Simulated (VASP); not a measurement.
All values below come from LDA (Ceperley-Alder, Perdew-Zunger), VASP's LDA PAW potentials (set 64) (plane waves; VASP 6.6.1).

Input for VASP

### POSCAR
```
FeGe
1.0
  4.5418306626   0.0000000000   0.0000000000
  0.0000000000   4.5418306626   0.0000000000
  0.0000000000   0.0000000000   4.5418306626
Fe Ge
4 4
Direct
  0.8650884730   0.6349115270   0.3650884730
  0.3650884730   0.8650884730   0.6349115270
  0.1349115270   0.1349115270   0.1349115270
  0.6349115270   0.3650884730   0.8650884730
  0.1614312934   0.3385687066   0.6614312934
  0.6614312934   0.1614312934   0.3385687066
  0.8385687066   0.8385687066   0.8385687066
  0.3385687066   0.6614312934   0.1614312934
```

### INCAR
```
ALGO = Normal
EDIFF = 1E-6
EDIFFG = -0.02
ENCUT = 500
IBRION = 2
ISIF = 3
ISMEAR = 0
LASPH = .TRUE.
LCHARG = .FALSE.
LMAXMIX = 4
LREAL = .FALSE.
LWAVE = .FALSE.
NELM = 100
NSW = 40
PREC = Accurate
PSTRESS = 50
SIGMA = 0.05
SYSTEM = FeGe
```

File KPOINTS:
```
Automatic mesh
0
Gamma
5 5 5
0 0 0
```

POTCAR, in this order: Fe Ge_d (LDA.64 set). Program: vasp_std.

Energy and stress use the plane-wave basis of the starting cell.

Question: Predict the energy per atom (σ→0), volume per atom.

Answer: 
```json
{
 "energy per atom (σ→0)": "-7.477 eV/atom",
 "volume_per_atom": "11.45 Å³/atom"
}
```

### OSZICAR
```
...
       N       E                     dE             d eps       ncg     rms          rms(c)
DAV:   1    -0.598199329420E+02    0.17710E-02   -0.29911E-01  1148   0.277E+00    0.148E-01
DAV:   2    -0.598203272324E+02   -0.39429E-03   -0.80723E-03  1452   0.860E-01    0.729E-02
DAV:   3    -0.598202857892E+02    0.41443E-04   -0.56103E-04  1612   0.262E-01    0.665E-02
DAV:   4    -0.598202337104E+02    0.52079E-04   -0.27800E-04  1460   0.158E-01    0.255E-02
DAV:   5    -0.598202230727E+02    0.10638E-04   -0.42116E-05  1456   0.623E-02    0.724E-03
DAV:   6    -0.598202230870E+02   -0.14374E-07   -0.51532E-06  1256   0.308E-02
   6 F= -.56961420E+02 E0= -.56959326E+02  d E =-.163652E-02
```

The compound is FeGe in the B20 structure. This run relaxes it under an external pressure of 5 GPa. Symmetry was kept, so distortions that lower it aren't found. The run is not spin-polarised, so no magnetic state was tried.
